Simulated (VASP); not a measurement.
Crystal: AlGa3O6.

```
Ga Al O
1.0
    -2.46588    4.27103    0.00000
    -4.93176    0.00000    0.00000
    -2.46588    1.42368    4.48740
Ga Al O
3 1 6
Direct
  0.35210 0.35210 0.94371
  0.14790 0.14790 0.55629
  0.85210 0.85210 0.44371
  0.64790 0.64790 0.05629
  0.25000 0.55615 0.25000
  0.44385 0.05615 0.75000
  0.55615 0.94385 0.25000
  0.94385 0.25000 0.25000
  0.05615 0.75000 0.75000
  0.75000 0.44385 0.75000
```

The cell comes from a database or a generator and needn't be the stable form of this composition.

- Program: VASP 6.6.1
- Task: relaxation of cell and atoms
- Functional: PBEsol
- Potentials or basis: VASP PAW PBE potentials, release 64 (Ga_d, Al, O)
- Cutoff: 600 eV
- k mesh: 2 × 2 × 2
- Occupations: gaussian, width 0.02 eV
- Spin: no spin polarisation

At the start: pressure -0.0 GPa; volume 9.45 Å³/atom.

Question: How do energy, volume and symmetry change on relaxing?

Answer: Over 11 steps the energy falls by 21.2 meV/atom and the volume is 9.41 Å³/atom (-0.5 %); space group R3 (No. 146, to 0.05 Å).

The path:
```csv
step,energy change (eV),largest force (eV/Å),pressure (GPa),volume (Å³)
1,0.0000,1.0628,0.00,94.52
2,-0.1669,0.5291,-0.73,94.52
3,-0.1675,0.5262,-0.76,94.52
4,-0.1995,0.3055,0.52,93.90
5,-0.2039,0.1917,1.20,93.58
6,-0.2108,0.0700,-0.90,94.42
7,-0.2112,0.0807,-0.50,94.25
8,-0.2121,0.0305,0.20,93.96
9,-0.2123,0.0142,-0.01,94.04
10,-0.2123,0.0148,0.06,94.04
11,-0.2123,0.0073,-0.02,94.06
```

Final structure:
```
Ga Al O
1.0
    -2.47361    4.28442    0.00000
    -4.94722    0.00000    0.00000
    -2.47361    1.42814    4.43751
Ga Al O
3 1 6
Direct
  0.35538 0.35538 0.93387
  0.14447 0.14447 0.56660
  0.85926 0.85926 0.42222
  0.64945 0.64945 0.05166
  0.26374 0.55284 0.25001
  0.44633 0.04370 0.75854
  0.55284 0.93341 0.25001
  0.93341 0.26374 0.25001
  0.04370 0.75142 0.75854
  0.75142 0.44633 0.75854
```

Caveat: the k mesh is coarse (spacing up to 0.77 Å⁻¹), so the values aren't converged; the PAW data sets were made with another functional, which shifts forces and pressure a little.
